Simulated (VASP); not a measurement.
# Plane-wave cutoff convergence of pressure and energy in HfN with PBEsol and the Hf_pv and N data sets

Hafnium nitride serves as a hard coating and as a conducting diffusion barrier, and in both uses the strain in the film matters. A calculated lattice parameter or film stress is only usable if the pressure behind it is free of basis-set error. I therefore want to see how quickly the pressure and the energy of HfN settle as the plane-wave cutoff is raised from 240 to 800 eV, with the cell and atoms held fixed. Both errors are measured against the 800 eV run of the same crystal, with compression counted as positive. They describe convergence with the basis; they do not tell how close PBEsol comes to experiment, nor how much real tension the unrelaxed database cell still carries.

## Computational details

Single-point runs at fixed cell and atoms; within a crystal every other setting is the same. Program: VASP 6.6.1, plane waves and PAW (data sets made for PBE of release 64), scalar-relativistic without spin-orbit coupling, no spin polarisation. Cutoff 240 to 800 eV; on the k meshes the divisions times the cell-vector length are 22 Å or more. Occupations: Fermi-Dirac smearing of 0.05 eV. The coarsest mesh (22 Å) is coarse for metals and narrow gaps. Times are rough, from shared x86 server processors. The same in all rows: PAW data sets by their labels: Hf_pv N.

Notes on method and selection:

- A truncated basis gives a spurious tension (Pulay stress); the pressure converges more slowly than energy differences.
- The lowest cutoffs lie below the values recommended with the data sets and were run to show the error.
- The space group named is that of the cell as run, which can be lower than that of the source structure.
- Runs that did not converge, have known faults or may not be shown are not listed, and runs on Ansatz's PAW sets soft_1 and soft_2 are kept to separate tables.

Columns:

- cutoff (eV): plane-wave cutoff ENCUT.
- pressure error (GPa): pressure minus that of the run with the highest cutoff of the same crystal, compression positive.
- energy error (meV/atom): energy per atom, extrapolated to zero smearing as the program prints it, minus that of the run with the highest cutoff of the same crystal.
- cost (core-s): processor time of the run, shared machines, rough.

Input lines of one member:

```
PREC = Accurate
ENCUT = 240
EDIFF = 1E-06
NELM = 100
ISMEAR = -1
SIGMA = 0.05
LREAL = .FALSE.
ALGO = Normal
GGA = PS
NBANDS = 13
LASPH = .TRUE.
LORBIT = 11
ISIF = 2
```

Command (options for logging and memory left out): `vasp_std`

## Results

| member | cutoff (eV) | pressure error (GPa) | energy error (meV/atom) | cost (core-s) | remark |
| --- | --- | --- | --- | --- | --- |
| 240 eV | 240 | −43.183 | −15.95 | 4.5 |  |
| 300 eV | 300 | −18.831 | 0.81 | 5.8 |  |
| 360 eV | 360 | ? | ? | 7.4 |  |
| 400 eV | 400 | ? | ? | 8.9 |  |
| 460 eV | 460 | −0.564 | 2.94 | 9.7 |  |
| 520 eV | 520 | −0.035 | 4.04 | 9.3 |  |
| 640 eV | 640 | −0.178 | 2.06 | 14 |  |
| 800 eV | 800 | 0.000 | 0.00 | 16 | known phase |

Cells marked ? are withheld until the estimate has been made.

## The trend and its physics

The pressure error is large and negative at low cutoff and dies away quickly. It shrinks from −43.183 GPa at 240 eV to −18.831 GPa at 300 eV, a factor of 43.183 / 18.831 = 2.29 for 60 eV. Between 300 and 460 eV it falls by a further factor of 18.831 / 0.564 = 33.4. From 520 eV upward the rows stay within 0.18 GPa of the reference, without a steady direction.

The sign is that of Pulay stress. The stress is evaluated at a fixed number of plane waves, so expanding the cell lowers the effective cutoff and raises the energy, which acts as a spurious tension:

$$p_{\mathrm{Pulay}} \approx \frac{2}{3}\,\frac{E_{\mathrm{cut}}}{V}\,\frac{\mathrm{d}E}{\mathrm{d}E_{\mathrm{cut}}}$$

Here $E$ is the uncorrected total energy of the cell, which falls as the basis grows, and $V$ is the cell volume. A cell relaxed at 240 or 300 eV would come out too small. The compact 2p orbitals of nitrogen are the likely source of most of the demand on the basis.

The energy column behaves differently. It rises by 0.81 − (−15.95) = 16.76 meV/atom from 240 to 300 eV, which in the formula above would give a pressure of the wrong sign. The reason is that VASP adds to its atomic reference energies an estimate of the kinetic-energy error of the free atoms at the chosen cutoff. This removes much of the basis error from the printed energy, slightly too much at 240 eV, but leaves the stress uncorrected.

The small energy error at 300 eV is therefore a crossing through zero and no sign of convergence: the error grows again to 4.04 meV/atom at 520 eV before it falls to 2.06 meV/atom at 640 eV. For the pressure 520 eV is enough at the level of 0.2 GPa, whereas an absolute energy good to 1 meV/atom needs more than 640 eV.

## Predicting the missing value

Plain estimates from the members shown:

- 400 eV, straight-line interpolation between 300 eV and 460 eV: w = (400 − 300) / (460 − 300) = 0.625, so −18.831 + 0.625 × (−0.564 − (−18.831)) = −7.414 GPa
- 360 eV, straight-line interpolation between 300 eV and 460 eV: w = (360 − 300) / (460 − 300) = 0.375, so −18.831 + 0.375 × (−0.564 − (−18.831)) = −11.981 GPa

A straight line in the pressure itself ignores the rapid decay, so I interpolate $\ln|p|$, with $p$ in GPa. Predicting the 300 eV row from those at 240 and 460 eV, which lie 460 − 240 = 220 eV apart, shows what each choice does: a straight line in $p$ gives −43.183 + (60 / 220) × (43.183 − 0.564) = −31.6 GPa and a straight line in $\ln|p|$ gives −43.183 × (0.564 / 43.183)^(60 / 220) = −13.2 GPa, against −18.831 GPa in the table. The logarithm is closer, but it needs curvature.

I put a parabola through the logarithms at 240, 300 and 460 eV, which are ln(43.183) = 3.765, ln(18.831) = 2.936 and ln(0.564) = −0.573. The slopes are (2.936 − 3.765) / 60 = −0.01382 and (−0.573 − 2.936) / 160 = −0.02193 per eV, and the curvature coefficient is (−0.02193 + 0.01382) / 220 = −0.0000369 per eV². The curvature term is the same at both cutoffs, since 100 × (−60) = 60 × (−100) = −6000, and it adds 0.0000369 × 6000 = 0.221.

- 400 eV: 2.936 − 100 × 0.02193 + 0.221 = 0.964, so $p$ = −exp(0.964) = −2.62 GPa.
- 360 eV: 2.936 − 60 × 0.02193 + 0.221 = 1.841, so $p$ = −exp(1.841) = −6.30 GPa.

Without the curvature term the logarithms would be 2.936 − 100 × 0.02193 = 0.743 and 2.936 − 60 × 0.02193 = 1.620, and the pressures −exp(0.743) = −2.10 GPa and −exp(1.620) = −5.05 GPa. I take the differences, 2.62 − 2.10 = 0.52 GPa and 6.30 − 5.05 = 1.25 GPa, as the uncertainty of the curve's shape and add in quadrature the 0.178 GPa scatter seen at high cutoff. That gives 0.6 and 1.3 GPa after rounding up.

**Committed estimate, 400 eV: pressure error = −2.6 ± 0.6 GPa.**  
**Committed estimate, 360 eV: pressure error = −6.3 ± 1.3 GPa.**

## Outcome

| member | cutoff (eV) | pressure error (GPa) | energy error (meV/atom) | cost (core-s) |
| --- | --- | --- | --- | --- |
| 360 eV | 360 | −7.364 | 11.98 | 7.4 |
| 400 eV | 400 | −3.183 | 3.21 | 8.9 |

| member | estimate | pressure error (GPa) | computed | estimate − computed | miss in error bars |
| --- | --- | --- | --- | --- | --- |
| 400 eV | committed | −2.600 | −3.183 | +0.583 | 1.0 |
| 400 eV | interpolation | −7.414 | −3.183 | −4.231 |  |
| 360 eV | committed | −6.300 | −7.364 | +1.064 | 0.8 |
| 360 eV | interpolation | −11.981 | −7.364 | −4.617 |  |

Both estimates fell inside their error bars, though the one for 400 eV only just: −2.6 ± 0.6 GPa against −3.183 GPa computed, and −6.3 ± 1.3 GPa against −7.364 GPa. The straight line in the pressure missed by more than 4 GPa at both cutoffs. In setting the error bars I called the 0.178 GPa at 640 eV scatter, which was unfounded, because the basis still has an effect at that cutoff. The size of the bars does not hang on it: without that term, 0.52 and 1.25 GPa round up to the same 0.6 and 1.3 GPa.

Interpolating the logarithm was the right choice, and the curvature had the right sign but was too weak. I had added 0.221 to the straight line in $\ln|p|$ at both cutoffs, whereas the computed pressures ask for ln(3.183) − 0.743 = 0.415 at 400 eV and ln(7.364) − 1.620 = 0.377 at 360 eV. Both misses have the same sign because both estimates came from one parabola, so they count as one test rather than two.

The tension thus fades faster than a simple exponential between 300 and 460 eV. That fits Pulay stress with smooth PAW pseudo-orbitals, whose Fourier components become small quickly once the main part of the orbital is described.

## Members off the line

The 360 eV row stands out in energy, not in pressure. Its energy error of +11.98 meV/atom is far above those of its neighbours, 0.81 at 300 eV and 3.21 at 400 eV, while its pressure lies on the smooth decay. A faulty run is therefore unlikely. The probable reason is an imperfect cancellation between the basis error of the crystal and the free-atom correction that VASP adds: the correction is too small at 360 eV and too large at 240 eV, where the error is −15.95 meV/atom. The new row also shows that the rise after the zero crossing at 300 eV is much larger than the 4.04 meV/atom at 520 eV had suggested.

In pressure, 240 eV has by far the largest error, −43.183 GPa, but it belongs to the trend and lies below the recommended cutoffs. The step back from −0.035 GPa at 520 eV to −0.178 GPa at 640 eV is small, but its size alone does not make it numerical scatter. From 520 to 800 eV the printed energy still falls by 4.04 meV/atom, and the potential at the nitrogen core and the p charge around nitrogen drift steadily in one direction. The basis is therefore not yet complete, and a small Pulay tension at 640 eV is to be expected. Why the pressure at 520 eV nevertheless lies closer to the reference is not settled by these runs.

## Computational cost

The run at 800 eV took 16 core-s and that at 240 eV 4.5 core-s, a factor of 16 / 4.5 = 3.6. Between 400 and 520 eV the times, 8.9 to 9.7 core-s, are the same within the scatter of shared machines, yet the pressure error falls from −3.183 to −0.035 GPa. For a cell this small I see no reason to save on the cutoff below 520 eV.

## What to take away

All runs are for HfN in the rocksalt structure, in the primitive cell with one Hf and one N atom. With these data sets, 520 eV and above holds the pressure within 0.2 GPa of the 800 eV run. This is agreement with that run and not with a complete basis, since the 800 eV run may carry a small basis error of its own. At 360 and 400 eV, the curved logarithmic interpolation gave the pressure error to within 20 %.

The cubic relation $\Delta a/a \approx p/(3B)$ turns this into a lattice parameter. With a bulk modulus $B$ of roughly 300 GPa, typical of a stiff nitride, relaxing at 400 eV would make the lattice parameter too small by about 3.183 / (3 × 300) = 0.0035, or 0.4 %. That is enough to spoil a comparison of film strains.

A small energy error at one cutoff is no evidence of convergence, as the 300 eV row shows. Energies to be subtracted should share one cutoff, so that much of the error cancels.

No omitted effect rivals the 43 GPa range of the whole table. From 520 eV upward, however, the missing lattice vibrations matter more than the remaining differences between the cutoffs: zero-point and thermal motion together push outward with a pressure of about $\gamma E_{\mathrm{vib}}/V$. Taking a Grüneisen parameter $\gamma$ of roughly 1.5, and per formula unit a vibrational energy of roughly 0.2 eV at room temperature and a volume of roughly 23 Å³, with 1 eV/Å³ equal to about 160 GPa, this is 1.5 × 0.2 × 160 / 23 = 2.1 GPa, good only to its order of magnitude.

[Logs are printed without paths, hosts, clocks, repeated set-up lines and the standing remarks that a program may print on its own settings, such as how far it seeks lower states.]
